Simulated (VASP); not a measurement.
Runs of VASP 6.6.1 on Cl2GaH. The cell holds a molecule in a box, 4 atoms: a = 12.000 Å, b = 13.000 Å, c = 11.000 Å, α = 90.00°, β = 90.00°, γ = 90.00°. 

| task | level | cell | grid for exact exchange (PRECFOCK) | exchange at q = 0 | gap on the mesh (eV) | largest force (eV/Å) |
| --- | --- | --- | --- | --- | --- | --- |
| single point | PBE | as given | - | - | 5.21 | 0.24 |
| single point | SCAN | as given | - | - | 5.76 | 0.37 |
| single point | r2SCAN0+D3(BJ) | as given | Fast | default | 7.80 | 0.38 |
| single point | BLYP | as given | - | - | 5.10 | (a) |
| single point | r2SCAN0 | as given | Fast | default | 7.80 | 0.38 |
| single point | PBE | atoms moved at random, drawn with an rms of 0.05 Å | - | - | 5.16 | 0.82 |
| relaxation of the atoms | PBE | atoms relaxed from: atoms moved at random, drawn with an rms of 0.02 Å | - | - | 5.18 | 0.02 |
| atomic charges | PBE+TS | as given | - | - | 5.21 | 0.24 |
| electron localisation function | PBE | as given | - | - | 5.21 | 0.24 |

Alike in all rows: potentials or basis VASP PAW PBE potentials, release 64 (Cl, Ga_d, H); no spin polarisation; k mesh 1 × 1 × 1; cutoff (eV) 520; smearing gaussian 0.01 eV.

Problem. Fill in the values left out.

Solution. (a) 0.53.

Caveats: the PAW data sets were made with another functional, which shifts forces and pressure a little (some runs).

A k mesh can miss the band edges, and the runs leave out spin-orbit coupling on Ga.
